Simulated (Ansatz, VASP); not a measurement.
# Bi (Bismuth): VASP beside Ansatz, part 2 of 2

One calculation is typed for both programs; each brings its own data sets and cutoff. How far apart do they land? The cell is taken from a series of VASP runs on this material, whose earlier steps may have relaxed, scaled or displaced it; both programs get it as it stands.

VASP 6.6.1 and Ansatz 0.2.0.

So far: Starting point; VASP: zone-centre phonons, PBEsol.

## 3. Ansatz: zone-centre phonons, PBEsol

Level of this step: Ansatz beside VASP: Kohn-Sham DFT, plane waves, PBEsol (Ansatz).

Ansatz runs on its default PAW (the set named soft_2) files.

The same cell, functional, mesh and smearing now go to Ansatz, which takes its cutoff from its data sets.

input.yaml reads:

```yaml
crystal:
  lattice:
    - [2.262853695, 1.30645919, 3.8816125009]
    - [-2.262853695, 1.30645919, 3.8816125009]
    - [0.0, -2.6129183798, 3.8816125009]
  atoms:
    - { symbol: Bi, position: [0.7632318698, 0.7632318698, 0.7632318698] }
    - { symbol: Bi, position: [0.2367681302, 0.2367681302, 0.2367681302] }
hamiltonian:
  xc: pbesol
  pseudopotentials: { kind: paw }
kpoints:
  mp_grid: { grid: [12, 12, 12] }
scf:
  occupations: { method: methfessel_paxton, width: 0.15 }
phonons:
  method: dfpt
  qpoints: [[0, 0, 0]]
```

Started as:

```console
$ ansatz run input.yaml --threads 4 --pin off --max-ram 9216MiB --backend cpu --events-out ev --progress --plain --runs-dir out
```

Numbers of over 12 decimals in the logs are rounded to 6 here.

The program printed:

```text
Engine: ansatz 0.2.0, aarch64-unknown-linux-gnu
Pseudopotentials: kind: paw
Pseudopotential: Bi, paw, valence charge 15, recommended cutoff 420 eV (normal), Bi.paw.azcp
Functional definition: PBEsol
  exchange = pbesol_x
  correlation = pbesol_c
Crystal: 2 atoms, lattice volume = 68.852 Å³
Basis set: ecut = 420 eV, 1333 PW (Γ), exchange–correlation on 64×64×64 points (8 copies of the dense FFT grid, shifted against one another)
Bands: 19, of which v1, the nominal top of the filled ones, is band 15 counted from 1 (14 counted from 0)
Symmetry: 12 space group operations
k-points: 476 of 1728 (irreducible under 2 space group operations, time reversal used)
Non-local potential: Bi, projectors of the file, l = 0: 2, l = 1: 2, l = 2: 2, l = 3: 2
PAW form: soft (Blöchl's): semilocal exchange-correlation on the pseudo side does not see the compensation charge
PAW frozen core: Bi, regenerated for the run's functional, and the local potential with it (the file was generated under x = pbe(κ = 0.804, μ = 0.219515), c = pbe(β = 0.066725))
PAW one-centre angular grid: Bi, 590 points (default); XC on 64 Gauss nodes
Initial density: superposition of atomic densities (neutral atoms: chi_scale 0, normalization atom), corrected by the library's trained network
Initial wavefunctions: pseudopotential atomic-orbital guess
Functional: x = pbesol(κ = 0.804, μ = 0.123457), c = pbesol(β = 0.046)
SCF iter   1: F=—  HF=-24484.003821 eV  |F-HF|=—  |Δ(HF+E_count)|=         —  Δρ=1.90e-3  dr2=2.63e-3  ethr=1.77e-3  ⟨swp⟩=5.6  Hψ=40240  notcnv=0
preconditioner: auto → Kerker (q_TF=auto, 2.376 Å⁻¹)  [metal: Δε(μ)=0.038 eV  Ē_g=20.302 eV  σ=0.150 eV  W_gap=0.21  n_scr=14 (ndim 8)  ℏωp=24.5 eV  f_vac=0.002  D(μ)=0.25/eV (n_scr^D=0)]
SCF iter   2: F=—  HF=-24484.002818 eV  |F-HF|=—  |Δ(HF+E_count)|=   1.00e-3  S|Δr|=    0.00e0  Δρ=1.13e-3  dr2=1.01e-3  ethr=8.76e-6  ⟨swp⟩=3.0  Hψ=21384  notcnv=0
SCF iter   3: F=—  HF=-24484.002619 eV  |F-HF|=—  |Δ(HF+E_count)|=   1.99e-4  S|Δr|=    0.00e0  Δρ=3.25e-4  dr2=7.07e-5  ethr=3.36e-6  ⟨swp⟩=2.0  Hψ=16188  notcnv=0
SCF iter   4: F=—  HF=-24484.002608 eV  |F-HF|=—  |Δ(HF+E_count)|=   1.10e-5  S|Δr|=    0.00e0  Δρ=1.35e-4  dr2=2.55e-5  ethr=2.36e-7  ⟨swp⟩=2.0  Hψ=16157  notcnv=0
SCF iter   5: F=—  HF=-24484.002609 eV  |F-HF|=—  |Δ(HF+E_count)|=   8.08e-7  S|Δr|=    0.00e0  Δρ=5.55e-5  dr2=3.67e-6  ethr=8.49e-8  ⟨swp⟩=2.0  Hψ=11218  notcnv=0
SCF iter   6: F=—  HF=-24484.002605 eV  |F-HF|=—  |Δ(HF+E_count)|=   3.67e-6  S|Δr|=    0.00e0  Δρ=1.31e-5  dr2=1.72e-7  ethr=1.22e-8  ⟨swp⟩=3.0  Hψ=16142  notcnv=0
SCF iter   7: F=—  HF=-24484.002605 eV  |F-HF|=—  |Δ(HF+E_count)|=   3.37e-7  S|Δr|=    0.00e0  Δρ=2.76e-6  dr2=6.23e-9  ethr=5.73e-10  ⟨swp⟩=3.0  Hψ=16328  notcnv=0
SCF iter   8: F=—  HF=-24484.002605 eV  |F-HF|=—  |Δ(HF+E_count)|=  7.82e-10  S|Δr|=    0.00e0  Δρ=3.91e-7  dr2=2.09e-10  ethr=2.08e-11  ⟨swp⟩=2.0  Hψ=16188  notcnv=0
SCF iter   9: F=—  HF=-24484.002605 eV  |F-HF|=—  |Δ(HF+E_count)|=  1.16e-10  S|Δr|=    0.00e0  Δρ=1.54e-7  dr2=3.82e-11  ethr=1.00e-12  ⟨swp⟩=2.0  Hψ=16192  notcnv=0
SCF iter  10: F=-24484.002605 eV  HF=-24484.002605 eV  |F-HF|=0.00e0  |Δ(HF+E_count)|=  1.82e-11  S|Δr|=    0.00e0  Δρ=6.02e-8  dr2=3.25e-12  ethr=1.00e-12  ⟨swp⟩=6.0  Hψ=41286  notcnv=0
SCF 1 converged in 10 iterations: F = -24484.002605 eV  dr2 = 3.25e-12
  greatest PAW one-centre occupation: 0.987 electrons in one spin orbital (limit 2), on the Bi atom at site 1 (counted from 0), in its partial waves of l = 2
DFPT response loops at Γ: preconditioner auto → Kerker (q_TF=auto, 2.376 Å⁻¹) (partly filled bands, converged f_vac=0.000); β = 1.00, the filter's whole step (`scf.mixing.beta` (0.50) is not read by the response loops under this deck's `scf.mixing.preconditioner`; to damp them name `kerker` or `kerker_dos`, under which they read `scf.mixing.beta`, and type it under 1.00, their step now; both keys bind the ground state too); Broyden in place of MSR1
SCF converged after 10 iterations
Stability not checked: this state was not tested for a lower state beside it, because cold or Methfessel-Paxton smearing, or corrected tetrahedra, fill the levels in a way that the test cannot read (fill_not_monotonic; see scf.lower_state_search)
Free energy (F): -24484.002605 eV
Harris-Foulkes:  -24484.002605 eV  (|F-HF|=0.00e0)
Internal energy: -24484.002942 eV  (E = F + TS)
E sigma→0 (E₀):  -24484.002689 eV
Entropy (-TS):   0.000337 eV (0.168 meV/atom)
Fermi energy:    9.848683 eV
--- Per-component energies (eV) ---
  E_band       = -212.713829
  E_kinetic    = 605.671084
  E_local      = -3076.104779  (includes V_loc(G=0)·N_el)
  E_nonlocal   = 1123.003839
  E_hartree    = 998.706010
  E_xc         = -300.299584
  E_vxc        = -288.037478  (∫ρ·V_xc dr)
  E_paw        = -21019.218570  (= ΣΔE_a)
  E_vpaw       = -574.657559  (= ΣTr[D̂ρ^β])
  E_aug_tail   = -0.000933  (compensation charges beyond the density's cutoff)
  E_ewald      = -2815.939514
  E_core_change = 0.179504  (= ΣΔE_core)
  E_smearing   = 0.000337  (= −TS)
  E_closure    = -0.000000  (closes the sum)
  Σ components = -24484.002605   (vs F -24484.002605, Δ=0.00e0)
--- Band table (eV; the first three rows and the last of 476) ---
  k-point 0: bands = [... 11 lower, 2.4810, 8.3599, 8.6254, 8.6254, 12.6030, 12.9171, 12.9171, 15.3625]
  k-point 1: bands = [... 11 lower, 2.3167, 8.3949, 8.6277, 8.6399, 12.4444, 12.5745, 12.7247, 15.0636]
  k-point 2: bands = [... 11 lower, 1.8661, 8.4632, 8.6401, 8.7026, 11.7706, 12.1251, 12.2501, 14.8298]
  k-point 475: bands = [... 11 lower, -0.2679, 9.0243, 9.3334, 9.3334, 10.3922, 10.3922, 10.4394, 17.0884]
--- Phonons (Γ-DFPT): 2 representative perturbations + reference, on 476 of 1728 k-points (Σ response iterations 5) ---
  k mesh reduced under 2 symmetry operations, with k and −k counted as one. Each operation leaves every solved perturbation unchanged. A smaller set is not used because it would not reduce the number of displacements times k-points to solve
  ASR residual: 3.942e-5 → 0.000e0 eV/Å²; symmetrization residual: 4.667e-5 eV/Å²
  ASR residual per site (eV/Å²): 3.94e-5 3.94e-5
  Γ frequencies (cm⁻¹): 0.00 0.00 0.00 63.36 63.36 98.42
  non-analytic LO–TO correction: not included (Born effective charges unavailable; polar crystals: no LO–TO splitting at Γ)
--- Phonons (arbitrary-q DFPT): 1 explicit q-point ---
  q = [0, 0, 0] (of the zone-centre solve; hermiticity 1.82e-5, symmetrization 5.43e-6): -0.00 0.00 0.00 63.36 63.36 98.42
  sum rule: each row above includes the acoustic sum rule's correction from the zone centre's row sums; it moved no ω² by more than (0.23 cm⁻¹)²
```

Elapsed: 49 s, on 4 threads of Arm Neoverse V2, shared host; peak memory 2.1 GiB.

Reading the cycles: dr2 is the Hartree energy of the density residual (eV), the measure of convergence; HF is the Harris–Foulkes estimate of the energy, which meets the free energy F at convergence.

## 4. Comparison

Known differences besides the potentials themselves: the cutoff is 420 eV in Ansatz and 450 eV in VASP; Ansatz makes its cores anew for this functional, VASP keeps those of its PBE data sets; VASP leaves aspherical gradient terms in its spheres out (LASPH is not set), Ansatz keeps them. Total energies have different zeros and are not compared.

The two programs side by side:

```tsv
quantity	Ansatz	VASP	difference
optical mode 1 to 2 (cm⁻¹)	63.4	63.4	-0.04 %
optical mode 3 (cm⁻¹)	98.4	98.9	-0.53 %
```

Modes are paired by rising frequency and degeneracy, not by their patterns, so a pair may still set unlike modes beside each other.

## 5. Outcome

```yaml
r_m_s_difference_of_the_optical_zone_centre_modes_each_program_s_sorted_by_frequency_zone_centre_phonons_pbesol: 0.30 cm⁻¹
difference_in_optical_mode_3_zone_centre_phonons_pbesol: -0.5 %
```

**Reading.** The r.m.s. difference of the optical zone-centre modes, each program's sorted by frequency is 0.30 cm⁻¹ (zone-centre phonons, PBEsol). Among the rows given in per cent, the largest difference of the zone-centre phonons, PBEsol pair is in optical mode 3, -0.5 %. How closely two codes agree says nothing of how well the functional describes the real material.

[Lines on the potential files, build, host, timing and source positions are cut from VASP's logs without a mark.]

[Logs are printed without paths, hosts, clocks, repeated set-up lines and the standing remarks that a program may print on its own settings, such as how far it seeks lower states.]

[Hosts, paths, dates, database ids (printed as entryN), source tags and the programs' standing remarks are cut or masked in the printed files.]
